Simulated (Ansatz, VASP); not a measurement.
## H107C58N29O10 in two plane-wave programs

Wanted: the spread between two codes on one cell, functional and k mesh. The cell is taken from a series of runs on this material, whose earlier steps may have relaxed, scaled, displaced or heated it; both programs get it as it stands.

Main program and level: Ansatz 0.2.0; plane waves, with VASP 6.6.1 beside it; single point at PBEsol.

### 1. The structure

The cell holds 204 atoms: 58 C, 29 N, 107 H and 10 O. Cell: a = 13.316 Å, b = 13.316 Å, c = 13.316 Å, α = 90.0°, β = 90.0°, γ = 90.0°.

### 2. VASP: single point, PBEsol

A single point gives forces, pressure and levels at one fixed geometry, so differences don't come from the geometry; what else differs is listed under the comparison.

Lines of VASP's logs that name or quote its potential files are left out, and so is its time.

INCAR reads:

```
SYSTEM = H107C58N29O10
PREC = Accurate
ENCUT = 600
EDIFF = 1E-06
NELM = 120
ISMEAR = 0
SIGMA = 0.01
LREAL = Auto
ALGO = Normal
GGA = PS
NBANDS = 414
LORBIT = 11
LWAVE = .FALSE.
LCHARG = .FALSE.
ISIF = 2
LASPH = .TRUE.
GGA_COMPAT = .FALSE.
EFERMI = MIDGAP
```

POSCAR reads:

```
H107C58N29O10
1.0
   13.3158900000      0.0000000000      0.0000000000
    0.0000000000     13.3158900000      0.0000000000
    0.0000000000      0.0000000000     13.3158900000
C N H O
58 29 107 10
Direct
    0.5848200000      0.2599900000      0.9074300000
    0.5704100000      0.1675700000      0.8562700000
    0.0183800000      0.2606900000      0.5730700000
    0.0003700000      0.1553200000      0.5898300000
    0.5612200000      0.9790200000      0.5734000000
    0.4970800000      0.0212800000      0.4884800000
    0.0536900000      0.1850600000      0.9976200000
    0.0628600000      0.2043300000      0.8904800000
    0.5884600000      0.8310000000      0.8618400000
    0.6393600000      0.7791600000      0.7788700000
    0.9600200000      0.9513200000      0.3737200000
    0.9554500000      0.8603500000      0.3208900000
    0.2885700000      0.1884900000      0.3022400000
    0.2412300000      0.1548700000      0.3917800000
    0.1203300000      0.9405200000      0.7619400000
    0.1359100000      0.9202100000      0.8727400000
    0.2513600000      0.4058100000      0.1359700000
    0.3606300000      0.3979700000      0.1333600000
    0.4830800000      0.5275000000      0.9229900000
    0.5865500000      0.4980900000      0.9581200000
    0.8076700000      0.9663600000      0.1475200000
    0.7211600000      0.0047400000      0.0899900000
    0.8149000000      0.0433100000      0.7912400000
    0.8243400000      0.1264100000      0.8597200000
    0.8797500000      0.6681000000      0.8148000000
    0.8815800000      0.7620200000      0.8711800000
    0.1461600000      0.6804400000      0.9851900000
    0.2403200000      0.7129000000      0.0254000000
    0.8125100000      0.6775800000      0.0952000000
    0.7717800000      0.6053500000      0.1755100000
[... 168 atom lines left out ...]
    0.7360400000      0.2120400000      0.5481600000
    0.6605600000      0.3583000000      0.3322700000
    0.0544400000      0.7526400000      0.6419300000
    0.8910400000      0.8692000000      0.5936600000
    0.9925900000      0.4815800000      0.1821500000
    0.2525600000      0.3959600000      0.4699200000
```

KPOINTS reads:

```
Automatic mesh
0
Gamma
1 1 1
0 0 0
```

The projector-augmented-wave data sets are C, N, H and O (PBE family, release 64).

Command:

```
export OMP_NUM_THREADS=3
mpirun -np 1 vasp_gam
```

Numbers of over 12 decimals in the logs are rounded to 6 here.

The log of the run:

```text
[banner, memory and clock lines left out]
running    1 mpi-ranks, on    1 nodes
[...]
Offloading initialized ...    1 GPUs detected
[...]
|                                                                             |
|               ----> ADVICE to this user running VASP <----                  |
|                                                                             |
|     You enforced a specific xc type in the INCAR file but a different       |
|     [... a line on the potential file left out ...]
|     I HOPE YOU KNOW WHAT YOU ARE DOING!                                     |
|                                                                             |

 LDA part: xc-table for (Slater+PW92), standard interpolation
 POSCAR, INCAR and KPOINTS ok, starting setup
[...]
entering main loop
       N       E                     dE             d eps       ncg     rms          rms(c)
DAV:   1     0.418013179488E+04    0.41801E+04   -0.29746E+05   844   0.135E+03
DAV:   2    -0.788925935991E+03   -0.49691E+04   -0.46958E+04  1050   0.299E+02
DAV:   3    -0.133341769500E+04   -0.54449E+03   -0.53876E+03  1040   0.100E+02
DAV:   4    -0.134700303354E+04   -0.13585E+02   -0.13518E+02  1024   0.181E+01
[...]
DAV:  18    -0.122855741067E+04   -0.43164E-05   -0.19864E-05  1008   0.919E-03    0.558E-03
DAV:  19    -0.122855741247E+04   -0.17989E-05   -0.40297E-06   928   0.584E-03    0.230E-03
DAV:  20    -0.122855741315E+04   -0.68063E-06   -0.32813E-06   952   0.323E-03
   1 F= -.12285574E+04 E0= -.12285574E+04  d E =0.000000E+00
```

From OUTCAR (step 2):

```text
  FREE ENERGIE OF THE ION-ELECTRON SYSTEM (eV)
  ---------------------------------------------------
  free  energy   TOTEN  =     -1228.5574131529 eV

  energy  without entropy=    -1228.5574131529  energy(sigma->0) =    -1228.55741315
```

The run ends at a pressure of 0.48 GPa, with forces up to 8.5 eV/Å.

(Part 1 of 2 ends here.)

[Lines on the potential files, build, host, timing and source positions are cut from VASP's logs without a mark.]

[Logs are printed without paths, hosts, clocks, repeated set-up lines and the standing remarks that a program may print on its own settings, such as how far it seeks lower states.]

[Hosts, paths, dates, database ids (printed as entryN), source tags and the programs' standing remarks are cut or masked in the printed files.]
